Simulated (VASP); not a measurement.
A convergence study with VASP on AlN (wurtzite): one setting is varied, all else stays as given below, so the limit is that of these other settings.

```
AlN
1.0
    1.55500    -2.69334     0.00000
    1.55500     2.69334     0.00000
    0.00000     0.00000     4.98000
Al N
2 2
Cartesian
  1.55500  -0.89778   2.49000
  1.55500   0.89778   0.00000
  1.55500  -0.89778   4.39236
  1.55500   0.89778   1.90236
```

All values below come from LDA (Ceperley-Alder, Perdew-Zunger), VASP's LDA PAW potentials (set 64) (plane waves; VASP). The tightest run used: 700 eV cut-off, 7×7×4 Γ-centred mesh, Gaussian smearing of 0.010 eV, potentials Al N.

Problem. The settings run are ENCUT = 300; ENCUT = 400; ENCUT = 500; ENCUT = 600; ENCUT = 700. From which on does the highest Γ mode stay within 1 cm⁻¹ of the tightest run?

Solution. From ENCUT = 500 on: it is off by 0.2 there and by no more than 1 in any finer run, while ENCUT = 400 is off by 3.9.
```csv
setting,highest Γ mode (cm⁻¹),plane waves,difference judged (cm⁻¹)
ENCUT = 300,720.3,513,2.8
ENCUT = 400,713.6,774,3.9
ENCUT = 500,717.3,1087,0.2
ENCUT = 600,717.2,1412,0.3
ENCUT = 700,717.5,1785,0.0
```

Left out are rungs that failed or repeat a setting and relaxations that didn't move; long series are thinned to 24 rows.

The compound is AlN in the wurtzite structure. The cell was not relaxed at this level.
